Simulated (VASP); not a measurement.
Level of theory: PBE GGA, VASP's PBE PAW potentials (set 64) (plane waves; VASP).

VASP input:

File KPOINTS:
```
Automatic
0
Gamma
 7 7 1
```

POSCAR:
```
MgO(100) slab
1
    3.0030462020     0.0000000000     0.0000000000
    0.0000000000     3.0030462020     0.0000000000
    0.0000000000     0.0000000000    27.8724878603
O Mg
6 6
Direct
  1.0000000000   0.5000000000   0.3085869255
  1.0000000000   0.5000000000   0.4619196709
  0.5000000000   1.0000000000   0.3858921189
  1.0000000000   0.5000000000   0.6141078811
  0.5000000000   0.0000000000   0.5380803291
  0.5000000000   1.0000000000   0.6914130745
  0.5000000000   0.0000000000   0.3104105033
  1.0000000000   0.5000000000   0.3855595654
  0.5000000000   1.0000000000   0.4619070581
  1.0000000000   0.5000000000   0.5380929419
  0.5000000000   1.0000000000   0.6144404346
  1.0000000000   0.5000000000   0.6895894967
```

**INCAR**
```
ALGO  =  Normal
DIPOL  =  0.5 0.5 0.5
EDIFF  =  1E-6
ENCUT  =  450
GGA  =  PE
IDIPOL  =  3
ISMEAR  =  0
LASPH  =  .TRUE.
LCHARG  =  .FALSE.
LDIPOL  =  .TRUE.
LORBIT  =  11
LREAL  =  .FALSE.
LVHAR  =  .TRUE.
LWAVE  =  .FALSE.
NELM  =  100
NELMIN  =  4
PREC  =  Normal
SIGMA  =  0.05
SYSTEM  =  MgO(100) slab
```

POTCAR, in this order: O Mg (PBE.64 set). Program: vasp_std. Read from the step before: WAVECAR.

Question: What will the output report for the number of irreducible k-points (NKPTS), largest plane-wave count, number of space-group operations, FFT grid (NGX, NGY, NGZ)?

Answer: 
```json
{
 "number of irreducible k-points (NKPTS)": "10",
 "largest_plane_wave_count": "5513",
 "number_of_space_group_operations": "16",
 "FFT grid (NGX, NGY, NGZ)": "16 × 16 × 150"
}
```

The cell is a thin slab with vacuum, built from MgO (rock salt): (100) face.
